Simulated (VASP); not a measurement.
# H4C in VASP: a series of runs, part 2 of 3

VASP 6.6.1. The steps go on from the part before.

## 4. Single point, PBE+D3(BJ)

Input file INCAR:

```
  PREC = Accurate
  ENCUT = 520
  EDIFF = 1E-7
  ISMEAR = -1
  SIGMA = 0.05
  LREAL = Auto
  LASPH = T
  NELM = 60
  ALGO = Normal
  ISIF = 2
  LWAVE = F
  LCHARG = F
  GGA = PE
  IVDW = 12
  NBANDS = 58
```

Input file KPOINTS:

```
regular mesh
0
Gamma
  1 1 1
```

Input file POSCAR:

```
H4C
1.0
    8.2150030000      0.0000000000      0.0000000000
    0.0000000000      8.2150030000      0.0000000000
    0.0000000000      0.0000000000      8.2150030000
C H
8 32
Direct
    0.1018989281      0.9267921144      0.0139257405
    0.5096407147      0.0122580600      0.0797930323
    0.3801946268      0.6955931726      0.6354836389
    0.0146561115      0.3321970789      1.0367981606
    0.4137186560      0.4589164484      0.2214606617
    0.7474738597      0.6784781454      0.8530611614
    0.2505294277      0.2419232227      0.6222760966
    0.7105779511      0.1158611871      0.5234325538
   -0.0261107634      0.8960313222      0.0070237345
    0.1094704409      1.0117220895      0.1107851087
    0.1211807226      0.9765790712     -0.1127936289
    0.1585148539      0.8158122401      0.0352647467
    0.6055871191      0.0802677735      0.1370906377
    0.4566279525      0.0704199378     -0.0259768621
    0.4118805556     -0.0089226991      0.1688617764
    0.5539011976     -0.1153499274      0.0609738061
    0.3982104450      0.8005840047      0.7227873197
    0.3324040174      0.5926960708      0.6934264053
    0.5022152761      0.6852097315      0.5769200571
    0.2958367757      0.7519291228      0.5480582296
   -0.0340961531      0.4493485882      1.0774189614
    0.1289835195      0.3501155143      0.9693483983
   -0.0616554857      0.2746803623      0.9466460329
    0.0299817298      0.2516249842      1.1387579530
    0.4552402476      0.5601458697      0.2960071956
    0.3774192170      0.3567010262      0.2982591729
    0.5105901970      0.4174800667      0.1410346411
    0.3058185128      0.4923065762      0.1534874668
    0.6271087180      0.6511014056      0.7915274042
    0.7599875496      0.8007787703      0.8995979673
    0.8497379733      0.6661105297      0.7646497512
    0.7620204156      0.5997563239      0.9543879655
    0.2503346621      0.2207302907      0.7550818910
    0.3809615164      0.2357881062      0.5885451290
    0.1992208646      0.3550211728      0.5855506078
    0.1911624378      0.1303712245      0.5712596818
    0.8172121179      0.1855264082      0.4920144277
    0.6920265276      0.1224710447      0.6516857024
    0.7185633408     -0.0038587935      0.4755080430
    0.6088616158      0.1813146021      0.4650515648
```

Potentials or basis: VASP PAW PBE potentials, release 64 (C, H).

Run with:

```
> cat potpaw_PBE.64/C/POTCAR potpaw_PBE.64/H/POTCAR > POTCAR
> mpirun -np 1 vasp_gam > vasp.out
```

OUTCAR:

```text
PREC = Accurate
   ENCUT = 520
   EDIFF = 1E-7
   ISMEAR = -1
   LREAL = Auto
   LASPH = T
   NELM = 60
   ISIF = 2
   GGA = PE
   IVDW = 12
 IVDW          = 12

 ion  position               nearest neighbor table
   1  0.102  0.927  0.014-  12 1.04  10 1.06   9 1.08  11 1.13
   2  0.510  0.012  0.080-  13 1.07  14 1.08  15 1.10  16 1.12
   3  0.380  0.696  0.635-  18 1.05  20 1.10  19 1.12  17 1.13
   4  0.015  0.332  0.037-  24 1.07  23 1.08  21 1.09  22 1.10
   5  0.414  0.459  0.221-  28 1.08  25 1.09  27 1.09  26 1.09
   6  0.747  0.678  0.853-  32 1.06  30 1.08  31 1.12  29 1.13
   7  0.251  0.242  0.622-  35 1.06  33 1.10  34 1.11  36 1.12
   8  0.711  0.116  0.523-  39 1.06  38 1.07  37 1.08  40 1.10
   9  0.974  0.896  0.007-   1 1.08
  10  0.109  0.012  0.111-   1 1.06
  11  0.121  0.977  0.887-   1 1.13
  12  0.159  0.816  0.035-   1 1.04
  13  0.606  0.080  0.137-   2 1.07
  14  0.457  0.070  0.974-   2 1.08
[... 24 lines left out ...]
  39  0.719  0.996  0.476-   8 1.06
  40  0.609  0.181  0.465-   8 1.10

  LATTYP: Found a simple cubic cell.
 ALAT       =     8.2150030000

  Lattice vectors:

 A1 = (   8.2150030000,   0.0000000000,   0.0000000000)
 A2 = (   0.0000000000,   8.2150030000,   0.0000000000)
[... 237 lines left out ...]
  band No.  band energies     occupation
      1     -15.5034      2.00000
      2     -15.3544      2.00000
      3     -15.2862      2.00000
      4     -15.2204      2.00000
      5     -15.1538      2.00000
      6     -15.1091      2.00000
[... 36 lines left out ...]
     43       3.4489      0.00000
     44       3.4945      0.00000
 [bands above 44 left out]

------------------------ aborting loop because EDIFF is reached ----------------------------------------

 Edisp (eV)   -0.94557

 E8    (eV) :    -0.1942

  FORCE on cell =-STRESS in cart. coord.  units (eV):
  Direction    XX          YY          ZZ          XY          YZ          ZX
  --------------------------------------------------------------------------------------
  -------------------------------------------------------------------------------------
  Total       1.92238     4.23323     1.90175    -1.12199    -0.33961     1.07766
  in kB       5.55554    12.23375     5.49594    -3.24249    -0.98145     3.11436
  external pressure =        7.76 kB  Pullay stress =        0.00 kB

 VOLUME and BASIS-vectors are now :
 -----------------------------------------------------------------------------
  energy-cutoff  :      520.00
  volume of cell :      554.40
      direct lattice vectors                 reciprocal lattice vectors
     8.215003000  0.000000000  0.000000000     0.121728501  0.000000000  0.000000000
     0.000000000  8.215003000  0.000000000     0.000000000  0.121728501  0.000000000
     0.000000000  0.000000000  8.215003000     0.000000000  0.000000000  0.121728501

 POSITION                                       TOTAL-FORCE (eV/Angst)
 -----------------------------------------------------------------------------------
      0.83710      7.61360      0.11440        -1.840916      0.932839     -2.209514
      4.18670      0.10070      0.65550        -0.436002     -1.713815      0.774377
      3.12330      5.71430      5.22050         1.187208      3.477612     -0.585893
      0.12040      2.72900      0.30230         0.388955      0.517298     -0.612902
      3.39870      3.77000      1.81930        -0.049031     -0.352027      0.205905
      6.14050      5.57370      7.00790        -0.298690      0.058770     -1.696025
[... 32 lines left out ...]
      5.90300      8.18330      3.90630         0.053301     -1.125656     -0.216192
      5.00180      1.48950      3.82040         0.026110     -0.260354      0.003222
 -----------------------------------------------------------------------------------
    total drift:                                0.002899     -0.000415     -0.009180

  FREE ENERGIE OF THE ION-ELECTRON SYSTEM (eV)
  ---------------------------------------------------
  free  energy   TOTEN  =      -192.3398252863 eV

  energy  without entropy=     -192.3398252863  energy(sigma->0) =     -192.33982529
```

OSZICAR:

```text
N       E                     dE             d eps       ncg     rms          rms(c)
DAV:   1     0.354104109753E+03    0.35410E+03   -0.27244E+04   116   0.910E+02
DAV:   2    -0.150852262559E+03   -0.50496E+03   -0.47944E+03   150   0.197E+02
DAV:   3    -0.216255207591E+03   -0.65403E+02   -0.64979E+02   152   0.733E+01
[... 11 lines left out ...]
DAV:  15    -0.191394260611E+03    0.27085E-04   -0.61246E-05   152   0.372E-02    0.199E-02
DAV:  16    -0.191394254627E+03    0.59835E-05   -0.10587E-05   136   0.130E-02    0.141E-02
DAV:  17    -0.191394250897E+03    0.37302E-05   -0.86580E-06   136   0.100E-02    0.318E-03
DAV:  18    -0.191394250663E+03    0.23375E-06   -0.78270E-07   136   0.367E-03    0.173E-03
DAV:  19    -0.191394250658E+03    0.52512E-08   -0.22118E-07   120   0.214E-03
   1 F= -.19233983E+03 E0= -.19233983E+03  d E =-.356040E-10
```

It took 56 s on 1 thread of Intel Xeon Platinum 8488C (Sapphire Rapids), shared host; peak memory 0.51 GiB.

Results:

```
Free energy                : -192.3398 eV
Pressure                   : 0.8 GPa
Largest force              : 3.721 eV/Å
Band gap on the k mesh     : 6.92 eV, direct
Dispersion energy per atom : -0.024 eV
```

Forces in eV/Å, atoms in the order of the input:
```
C   -1.841  0.933 -2.210
C   -0.436 -1.714  0.774
C    1.187  3.478 -0.586
C    0.389  0.517 -0.613
C   -0.049 -0.352  0.206
C   -0.299  0.059 -1.696
C    1.082 -2.161  0.555
C   -0.637  1.450 -0.749
H   -0.693 -0.176  0.143
H    0.621  0.812  0.629
H    0.518 -0.163  1.132
H    1.443 -1.587  0.290
H    0.447  0.548  0.133
H    0.142  0.015 -0.402
H   -0.021  0.428  0.062
H   -0.088  0.791 -0.513
H   -0.165 -0.944 -0.129
H   -0.402 -1.412  0.645
H   -0.704 -0.503  0.145
H   -0.093 -0.513 -0.202
H   -0.049 -0.036 -0.113
H    0.126  0.115  0.461
H   -0.769 -0.161 -0.172
H    0.198 -0.303  0.479
H    0.054  0.155  0.132
H    0.095 -0.082  0.243
H    0.129  0.033 -0.233
H   -0.188  0.284 -0.362
H    1.123  0.516  0.624
H   -0.503  0.620  0.014
H   -0.441 -0.324  0.330
H    0.272 -0.965  0.799
H   -0.229  0.446 -0.145
H   -0.384  0.159 -0.107
H   -0.604  0.706 -0.223
H    0.063  0.817 -0.070
H    0.701  0.175 -0.095
H   -0.073 -0.274  1.036
H    0.053 -1.126 -0.216
H    0.026 -0.260  0.003
```

Stress tensor (GPa, compression positive):
```
 0.56 -0.32  0.31
-0.32  1.22 -0.10
 0.31 -0.10  0.55
```

(Part 2 of 3 ends here.)
